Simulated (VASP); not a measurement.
Level of theory: r2SCAN+rVV10, VASP's PBE PAW potentials (set 64) (plane waves; VASP).

A VASP calculation is set up with these files.

**INCAR**
```
SYSTEM = NiSi2
PREC = Accurate
ENCUT = 520
EDIFF = 1E-7
NELM = 100
ALGO = Normal
LREAL = .FALSE.
LASPH = .TRUE.
ISMEAR = 1
SIGMA = 0.1
METAGGA = R2SCAN
LUSE_VDW = .TRUE.
BPARAM = 11.95
CPARAM = 0.0093
LMIXTAU = .TRUE.
LMAXMIX = 4
LWAVE = .FALSE.
LCHARG = .FALSE.
ISIF = 2
```

KPOINTS:
```
Automatic mesh
0
G
  10 10 10
```

File POSCAR:
```
NiSi2
1
    0.0000000000     2.6890281098     2.6890281098
    2.6890281098     0.0000000000     2.6890281098
    2.6890281098     2.6890281098     0.0000000000
Si Ni
2 1
Direct
  0.2500000000   0.2500000000   0.2500000000
  0.7500000000   0.7500000000   0.7500000000
  0.0000000000   0.0000000000   0.0000000000
```

POTCAR, in this order: Si Ni (PBE.64 set). Program: vasp_std.

The run wrote:

OSZICAR:
```
       N       E                     dE             d eps       ncg     rms          rms(c)
DAV:   1     0.609963429753E+02    0.60996E+02   -0.83687E+03  1230   0.147E+03
DAV:   2    -0.299811002431E+02   -0.90977E+02   -0.85953E+02  1237   0.264E+02
DAV:   3    -0.341993369318E+02   -0.42182E+01   -0.41205E+01  1621   0.649E+01
DAV:   4    -0.342731464192E+02   -0.73809E-01   -0.73645E-01  1428   0.796E+00
DAV:   5    -0.342751052401E+02   -0.19588E-02   -0.19585E-02  1621   0.139E+00    0.167E+01
DAV:   6    -0.360295914031E+02   -0.17545E+01   -0.51685E+01  1340   0.183E+02    0.240E+01
DAV:   7    -0.302813883494E+02    0.57482E+01   -0.13756E+01  1470   0.111E+02    0.481E+00
DAV:   8    -0.302296749678E+02    0.51713E-01   -0.22289E+00  1793   0.283E+01    0.359E+00
DAV:   9    -0.301730819201E+02    0.56593E-01   -0.23386E-01  1545   0.109E+01    0.551E-01
DAV:  10    -0.301927076156E+02   -0.19626E-01   -0.28403E-02  1603   0.298E+00    0.478E-01
DAV:  11    -0.301877927678E+02    0.49148E-02   -0.43254E-02  1551   0.541E+00    0.687E-01
DAV:  12    -0.301912524655E+02   -0.34597E-02   -0.22359E-02  1462   0.389E+00    0.506E-02
DAV:  13    -0.301913630500E+02   -0.11058E-03   -0.56976E-04  1470   0.440E-01    0.232E-02
DAV:  14    -0.301913558364E+02    0.72137E-05   -0.15952E-05  1662   0.405E-02    0.180E-02
DAV:  15    -0.301913677061E+02   -0.11870E-04   -0.20349E-06  1517   0.252E-02    0.198E-02
DAV:  16    -0.301913321776E+02    0.35529E-04   -0.15891E-05  1424   0.681E-02    0.603E-03
DAV:  17    -0.301913345373E+02   -0.23597E-05   -0.35948E-07  1502   0.568E-03    0.582E-03
DAV:  18    -0.301913344237E+02    0.11364E-06   -0.35245E-09   776   0.741E-04    0.568E-03
DAV:  19    -0.301913376451E+02   -0.32215E-05   -0.10603E-07   921   0.455E-03    0.257E-03
DAV:  20    -0.301913350312E+02    0.26139E-05   -0.44373E-08   741   0.218E-03    0.944E-04
DAV:  21    -0.301913365759E+02   -0.15447E-05   -0.93035E-09   731   0.163E-03    0.912E-04
DAV:  22    -0.301913357717E+02    0.80420E-06   -0.41674E-09   666   0.163E-03    0.630E-04
DAV:  23    -0.301913361642E+02   -0.39255E-06   -0.43548E-09   671   0.149E-03    0.370E-04
DAV:  24    -0.301913358104E+02    0.35384E-06   -0.14927E-09   661   0.656E-04    0.229E-04
DAV:  25    -0.301913359571E+02   -0.14674E-06   -0.69968E-10   646   0.372E-04    0.105E-04
DAV:  26    -0.301913357556E+02    0.20155E-06   -0.29077E-10   656   0.307E-04    0.214E-05
DAV:  27    -0.301913358135E+02   -0.57910E-07   -0.17665E-10   646   0.137E-04
   1 F= -.30191336E+02 E0= -.30190752E+02  d E =-.175051E-02
```

### OUTCAR
```
------------------------ aborting loop because EDIFF is reached ----------------------------------------
  FORCE on cell =-STRESS in cart. coord.  units (eV):
  Direction    XX          YY          ZZ          XY          YZ          ZX
  --------------------------------------------------------------------------------------
  Total        0.0435654      0.0435654      0.0435654      0.0000000      0.0000000      0.0000000
  in kB        1.7948817      1.7948817      1.7948817      0.0000000      0.0000000      0.0000000
  external PRESSURE =       1.7948817 kB  Pullay stress =       0.0000000 kB
  volume of cell :       38.89
      direct lattice vectors                 reciprocal lattice vectors
     0.000000000  2.689028110  2.689028110    -0.185940786  0.185940786  0.185940786
     2.689028110  0.000000000  2.689028110     0.185940786 -0.185940786  0.185940786
     2.689028110  2.689028110  0.000000000     0.185940786  0.185940786 -0.185940786
 POSITION                                       TOTAL-FORCE (eV/Angst)
 -----------------------------------------------------------------------------------
      1.34451      1.34451      1.34451        -0.000000     -0.000000     -0.000000
      4.03354      4.03354      4.03354         0.000000      0.000000      0.000000
      0.00000      0.00000      0.00000        -0.000000      0.000000      0.000000
 -----------------------------------------------------------------------------------
    total drift:                               -0.000000     -0.000000      0.000000
  FREE ENERGIE OF THE ION-ELECTRON SYSTEM (eV)
  ---------------------------------------------------
  free  energy   TOTEN  =       -30.1913358135 eV

  energy  without entropy=      -30.1895853028  energy(sigma->0) =      -30.19075231
```
(Selected blocks of OUTCAR.)

The compound is NiSi2 in the fluorite structure. It was relaxed first. The run is not spin-polarised, so no magnetic state was tried.
